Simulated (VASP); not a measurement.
# SZnBrH in VASP: settings compared, part 2 of 2

VASP 6.6.1.

### 5 Single point, SCAN+D4

INCAR reads:

```
SYSTEM = ZnHSBr
PREC = Accurate ; ENCUT = 900
EDIFF = 1E-6 ; ISMEAR = 0
SIGMA = 0.01 ; LREAL = .FALSE.
LASPH = .TRUE. ; NELM = 60
ALGO = Normal ; ISIF = 2
LWAVE = .FALSE. ; LCHARG = .FALSE.
METAGGA = SCAN ; LMIXTAU = .TRUE.
IVDW = 13
```

KPOINTS reads:

```
regular mesh
0
G
  1 1 1
  0 0 0
```

POSCAR reads:

```
ZnHSBr
1.0
   11.0000000000      0.0000000000      0.0000000000
    0.0000000000     14.0000000000      0.0000000000
    0.0000000000      0.0000000000     11.0000000000
S Zn Br H
1 1 1 1
Cartesian
    4.7035499500      8.4218499400      4.5913000100
    5.5095499800      6.6544500400      5.5275000000
    6.3224499800      4.8038499600      6.4767000100
    5.4826500300      9.2381500400      5.3233999500
```

Potentials or basis: VASP PAW PBE potentials, release 64 (S_h, Zn, Br, H_h).

Run with:

```bash
cat potpaw_PBE.64/S_h/POTCAR potpaw_PBE.64/Zn/POTCAR potpaw_PBE.64/Br/POTCAR potpaw_PBE.64/H_h/POTCAR > POTCAR
mpirun -np 1 vasp_gam > vasp.out
```

OUTCAR:

```text
SYSTEM = ZnHSBr
   PREC = Accurate
   ENCUT = 900
   EDIFF = 1E-6
   ISMEAR = 0
   LREAL = .FALSE.
   LASPH = .TRUE.
   NELM = 60
   ISIF = 2
   METAGGA = SCAN
   IVDW = 13

 ion  position               nearest neighbor table
   1  0.428  0.602  0.417-   4 1.35   2 2.16
   2  0.501  0.475  0.502-   1 2.16   3 2.23
   3  0.575  0.343  0.589-   2 2.23
   4  0.498  0.660  0.484-   1 1.35

  LATTYP: Found a simple tetragonal cell.
 ALAT       =    11.0000000000
 C/A-ratio  =     1.2727272727

  Lattice vectors:

 A1 = ( -11.0000000000,   0.0000000000,   0.0000000000)
 A2 = (   0.0000000000,   0.0000000000,  11.0000000000)
 A3 = (   0.0000000000,  14.0000000000,   0.0000000000)

Analysis of symmetry for initial positions (statically):
=====================================================================
 Subroutine PRICEL returns:
 Original cell was already a primitive cell.

 Routine SETGRP: Setting up the symmetry group for a
 simple tetragonal supercell.

 Subroutine GETGRP returns: Found  1 space group operations
 (whereof  1 operations were pure point group operations)
[... 143 lines left out ...]

  energy without entropy =      -47.09410955  energy(sigma->0) =      -47.09410955

 E-fermi :  -6.4023     XC(G=0):  -0.7270

 val. band max:       -6.4630407113   @ k =   0.0000   0.0000   0.0000
 cond. band min:      -1.8258812102   @ k =   0.0000   0.0000   0.0000
 fundamental gap:      4.6371595011
 Fermi energy:        -6.4023141555

 k-point     1 :       0.0000    0.0000    0.0000
  band No.  band energies     occupation
      1     -20.2617      2.00000
      2     -18.7109      2.00000
      3     -12.7907      2.00000
      4     -12.5321      2.00000
      5     -12.4711      2.00000
      6     -12.3976      2.00000
[... 9 lines left out ...]
     16      -0.4468      0.00000
     17      -0.0069      0.00000

------------------------ aborting loop because EDIFF is reached ----------------------------------------

  DFT-D4 for vdW energy calculation

  Edisp (eV):   -0.01332

  FORCE on cell =-STRESS in cart. coord.  units (eV):
  Direction    XX          YY          ZZ          XY          YZ          ZX
  --------------------------------------------------------------------------------------
  -------------------------------------------------------------------------------------
  Total      -0.30516    -1.43978    -0.42307     0.57131     0.70301    -0.33344
  in kB      -0.28862    -1.36174    -0.40014     0.54034     0.66490    -0.31537
  external pressure =       -0.68 kB  Pullay stress =        0.00 kB

 VOLUME and BASIS-vectors are now :
 -----------------------------------------------------------------------------
  energy-cutoff  :      900.00
  volume of cell :     1694.00
      direct lattice vectors                 reciprocal lattice vectors
    11.000000000  0.000000000  0.000000000     0.090909091  0.000000000  0.000000000
     0.000000000 14.000000000  0.000000000     0.000000000  0.071428571  0.000000000
     0.000000000  0.000000000 11.000000000     0.000000000  0.000000000  0.090909091

 POSITION                                       TOTAL-FORCE (eV/Angst)
 -----------------------------------------------------------------------------------
      4.70355      8.42185      4.59130         0.191355     -0.323025      0.215569
      5.50955      6.65445      5.52750         0.008548     -0.025325     -0.006872
      6.32245      4.80385      6.47670        -0.173742      0.391120     -0.194555
      5.48265      9.23815      5.32340        -0.026160     -0.042769     -0.014143
 -----------------------------------------------------------------------------------
    total drift:                               -0.000073     -0.006830     -0.034879

  FREE ENERGIE OF THE ION-ELECTRON SYSTEM (eV)
  ---------------------------------------------------
  free  energy   TOTEN  =       -47.1074305504 eV

  energy  without entropy=      -47.1074305504  energy(sigma->0) =      -47.10743055
```

stdout:

```text
POSCAR found type information on POSCAR S ZnBrH
 POSCAR found :  4 types and       4 ions
 scaLAPACK will be used
 -----------------------------------------------------------------------------
|                                                                             |
|                                                                             |
|     You enforced a specific xc type in the INCAR file but a different       |
|     I HOPE YOU KNOW WHAT YOU ARE DOING!                                     |
|                                                                             |
 -----------------------------------------------------------------------------

 LDA part: xc-table for (None), standard interpolation
 POSCAR, INCAR and KPOINTS ok, starting setup
 FFT: planning ... GRIDC
 FFT: planning ... GRID_SOFT
 FFT: planning ... GRID
 WAVECAR not read
 entering main loop
```

It took 17 min on 1 thread of Intel Xeon 6975P-C (Granite Rapids), shared host; peak memory 3.1 GiB.

Results:

```
Free energy                     : -47.1074 eV
Largest force                   : 0.470 eV/Å
Gap between the frontier levels : 4.64 eV
Dispersion energy per atom      : -0.003 eV
```

Forces on the atoms (eV/Å):
```
S    0.191 -0.323  0.216
Zn   0.009 -0.025 -0.007
Br  -0.174  0.391 -0.195
H   -0.026 -0.043 -0.014
```

Caveat: the PAW data sets were made with another functional, which shifts forces and pressure a little.

### 6 Single point, r2SCAN+D3(BJ)

INCAR reads:

```
SYSTEM = ZnHSBr
PREC = Accurate
ENCUT = 520
EDIFF = 1E-6
ISMEAR = 0
SIGMA = 0.01
LREAL = .FALSE.
LASPH = .TRUE.
NELM = 80
ALGO = Normal
ISIF = 2
LWAVE = .FALSE.
LCHARG = .FALSE.
METAGGA = R2SCAN
LMIXTAU = .TRUE.
IVDW = 12
VDW_S6 = 1.0
VDW_S8 = 0.78981345
VDW_A1 = 0.49484001
VDW_A2 = 5.73083694
NBANDS = 21
```

KPOINTS is that of step 5.

POSCAR reads:

```
ZnHSBr
1.0
   11.0000000000      0.0000000000      0.0000000000
    0.0000000000     14.0000000000      0.0000000000
    0.0000000000      0.0000000000     11.0000000000
S Zn Br H
1 1 1 1
Direct
    0.4275954500      0.6015607100      0.4173909100
    0.5008681800      0.4753178600      0.5025000000
    0.5747681800      0.3431321400      0.5887909100
    0.4984227300      0.6598678600      0.4839454500
```

Potentials or basis: VASP PAW PBE potentials, release 64 (S, Zn, Br, H).

Run with:

```bash
cat potpaw_PBE.64/S/POTCAR potpaw_PBE.64/Zn/POTCAR potpaw_PBE.64/Br/POTCAR potpaw_PBE.64/H/POTCAR > POTCAR
mpirun -np 1 vasp_gam > vasp.out
```

It took 5.6 min on 1 thread of Intel Xeon 6975P-C (Granite Rapids), shared host; peak memory 1.7 GiB.

Results (log left out):

* Free energy: -35.0029 eV
* Largest force: 0.392 eV/Å
* Gap between the frontier levels: 4.69 eV
* Dispersion energy per atom: -0.007 eV

Forces in eV/Å, atoms in the order of the input:
```
S    0.168 -0.291  0.182
Zn  -0.020  0.003 -0.001
Br  -0.137  0.327 -0.166
H   -0.011 -0.038 -0.015
```

Levels at points of the mesh, in eV from the valence-band top:
| k point | band 9 | band 10 | band 11 | band 12 | band 13 | band 14 | band 15 | band 16 | band 17 | band 18 |
| --- | --- | --- | --- | --- | --- | --- | --- | --- | --- | --- |
| (0.00, 0.00, 0.00) | -2.75 | -1.51 | -0.88 | -0.82 | 0.00 | 4.69 | 5.59 | 6.06 | 6.48 | 6.95 |

Caveat: the PAW data sets were made with another functional, which shifts forces and pressure a little. r2SCAN opens gaps a little over a GGA but as a rule still falls short of measured ones.

### 7 Single point, vdW-DF2

INCAR reads:

```
SYSTEM = ZnHSBr
PREC = Accurate
ENCUT = 520
EDIFF = 1E-6
ISMEAR = 0
SIGMA = 0.01
LREAL = .False.
LASPH = .True.
NELM = 80
ALGO = Fast
ISIF = 2
LWAVE = .False.
LCHARG = .True.
GGA = ML
LUSE_VDW = .True.
AGGAC = 0.0
ZAB_VDW = -1.8867
LELF = .True.
LVHAR = .True.
LVACPOTAV = .True.
```

KPOINTS reads:

```
regular mesh
0
Gamma
  1 1 1
  0 0 0
```

POSCAR reads:

```
ZnHSBr
1.0
   11.0000000000      0.0000000000      0.0000000000
    0.0000000000     14.0000000000      0.0000000000
    0.0000000000      0.0000000000     11.0000000000
S Zn Br H
1 1 1 1
Cartesian
    4.7035499500      8.4218499400      4.5913000100
    5.5095499800      6.6544500400      5.5275000000
    6.3224499800      4.8038499600      6.4767000100
    5.4826500300      9.2381500400      5.3233999500
```

Run with:

```bash
cat potpaw_PBE.64/S/POTCAR potpaw_PBE.64/Zn/POTCAR potpaw_PBE.64/Br/POTCAR potpaw_PBE.64/H/POTCAR > POTCAR
mpirun -np 1 vasp_gam > vasp.out
```

It took 21 min on 1 thread of Intel Xeon 6975P-C (Granite Rapids), shared host; peak memory 4.5 GiB.

It converged, with:

```yaml
Free_energy: -4.6333 eV
Largest_force: 0.434 eV/Å
Gap_between_the_frontier_levels: 3.88 eV
```

Forces on the atoms (eV/Å):
```
S   -0.169  0.220 -0.187
Zn  -0.030  0.062 -0.034
Br   0.155 -0.362  0.182
H    0.044  0.079  0.039
```

Levels at points of the mesh, in eV from the valence-band top:
```csv
k point,band 11,band 12,band 13,band 14,band 15,band 16
"(0.00, 0.00, 0.00)",-0.78,-0.72,0.00,3.88,4.81,5.58
```

Caveat: the PAW data sets were made with another functional, which shifts forces and pressure a little.

### 8 For comparison

An earlier run on the cell as given: functional PBE; potentials or basis VASP PAW PBE potentials, release 64 (S, Zn, Br, H); cutoff 520 eV; k mesh 1 × 1 × 1; occupations gaussian, width 0.01 eV; no spin polarisation.

- Largest force: 0.237 eV/Å
- Gap between the frontier levels: 4.13 eV

### 9 Overview

| task | level | potentials or basis | cell | cutoff (eV) | gap on the mesh (eV) | largest force (eV/Å) |
| --- | --- | --- | --- | --- | --- | --- |
| atomic charges | PBE+TS | VASP PAW PBE potentials, release 64 (S, Zn, Br, H) | as given | 520 | 4.13 | 0.24 |
| electron localisation function | PBE | VASP PAW PBE potentials, release 64 (S, Zn, Br, H) | as given | 520 | 4.13 | 0.24 |
| relaxation of the atoms | PBE+D3(BJ) | VASP PAW PBE potentials, release 64 (S, Zn, Br, H) | atoms relaxed | 520 | 4.19 | 0.01 |
| single point | SCAN+D4 | VASP PAW PBE potentials, release 64 (S_h, Zn, Br, H_h) | as given | 900 | 4.64 | 0.47 |
| single point | r2SCAN+D3(BJ) | VASP PAW PBE potentials, release 64 (S, Zn, Br, H) | as given | 520 | 4.69 | 0.39 |
| single point | vdW-DF2 | VASP PAW PBE potentials, release 64 (S, Zn, Br, H) | as given | 520 | 3.88 | 0.43 |
| single point | PBE | VASP PAW PBE potentials, release 64 (S, Zn, Br, H) | as given | 520 | 4.13 | 0.24 |

Alike in all rows: no spin polarisation; k mesh 1 × 1 × 1; smearing gaussian 0.01 eV.

Caveats: the PAW data sets were made with another functional, which shifts forces and pressure a little (some runs).

Total energies depend on the potentials used, so only differences within one code and one set of settings carry meaning.
